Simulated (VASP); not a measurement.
The input files of a VASP run:

INCAR:
```
ALGO = Normal
EDIFF = 1E-7
ENCUT = 520
GGA = RP
ISIF = 2
ISMEAR = 0
LASPH = .TRUE.
LCHARG = .FALSE.
LMAXMIX = 4
LREAL = .FALSE.
LWAVE = .FALSE.
NELM = 100
PREC = Accurate
SIGMA = 0.05
SYSTEM = BaS
```

KPOINTS:
```
Automatic mesh
0
G
 7 7 7
```

### POSCAR
```
BaS
1
    0.0000000000     3.2688542966     3.2688542966
    3.2688542966     0.0000000000     3.2688542966
    3.2688542966     3.2688542966     0.0000000000
Ba S
1 1
Direct
  0.0000000000   0.0000000000   0.0000000000
  0.5000000000   0.5000000000   0.5000000000
```

POTCAR, in this order: Ba_sv S (PBE.64 set). Program: vasp_std.

Write an equivalent input for Ansatz.

One equivalent input (not run):
Ansatz 0.2 input:
```yaml
crystal:
  lattice:
    - [0.0000000, 3.2688543, 3.2688543]
    - [3.2688543, 0.0000000, 3.2688543]
    - [3.2688543, 3.2688543, 0.0000000]
  atoms:
    - { symbol: Ba, position: [0.0000000, 0.0000000, 0.0000000] }
    - { symbol: S, position: [0.5000000, 0.5000000, 0.5000000] }
kpoints:
  mp_grid: { grid: [7, 7, 7] }
hamiltonian:
  xc: rpbe
  pseudopotentials: { kind: paw }
scf:
  occupations: { method: gaussian, width: 0.05 }
  max_iter: 100
output: { forces: true, stress: true, eigenvalues: true }
```
The two are equivalent in intent, not identical: each code has its own PAW files, so the cut-off isn't converted (ENCUT is set for VASP's; basis.ecutwfc is left out, and Ansatz then takes the one that its files recommend); Ansatz stops its SCF on the density residual and VASP on the energy change (EDIFF).

The compound is BaS in the rock salt structure. It was relaxed first, which changed the volume by +7 %.
